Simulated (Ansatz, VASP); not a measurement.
**Sc5W in VASP and in Ansatz**

```
Sc W
1.0
     0.00000    3.74746    3.74746
     3.74746    0.00000    3.74746
     3.74746    3.74746    0.00000
Sc W
5 1
Direct
  0.13211 0.13211 0.13211
  0.13211 0.13211 0.60367
  0.13211 0.60367 0.13211
  0.60367 0.13211 0.13211
  0.50000 0.50000 0.50000
  0.75000 0.75000 0.75000
```

Alike in both runs: task single point; functional PBE; k mesh 4 × 4 × 4; occupations gaussian, width 0.1 eV; no spin polarisation.

|  | VASP | Ansatz |
| --- | --- | --- |
| version | VASP 6.6.1 | Ansatz 0.2.0 |
| potentials or method | VASP PAW PBE potentials, release 64 (Sc_sv, W_sv) | scalar-relativistic, plane waves, PAW |
| plane-wave cutoff (eV) | 520 | 420 |
| valence electrons in the cell | 69 | 69 |

```csv
,VASP,Ansatz,Ansatz less VASP
gap on the k mesh at the Fermi level (eV),none,none,-
pressure (GPa),22.5,22.1,-0.41
rms of the force components (eV/Å),1.277,1.228,-0.0492
```

Atom by atom the forces differ by 0.049 eV/Å (rms over components). A gap of «none» marks a metal or a gap that the smearing closes.

Caveats: the k mesh is coarse (spacing up to 0.36 Å⁻¹), so the values aren't converged; so large a pressure means that the cell lies far from this level's equilibrium, or that cutoff or potentials fall short (VASP); forces of over 1 eV/Å show positions far from the minimum, so gaps and moduli don't describe the material at rest. The runs have no spin-orbit coupling, so splittings on W are missing.
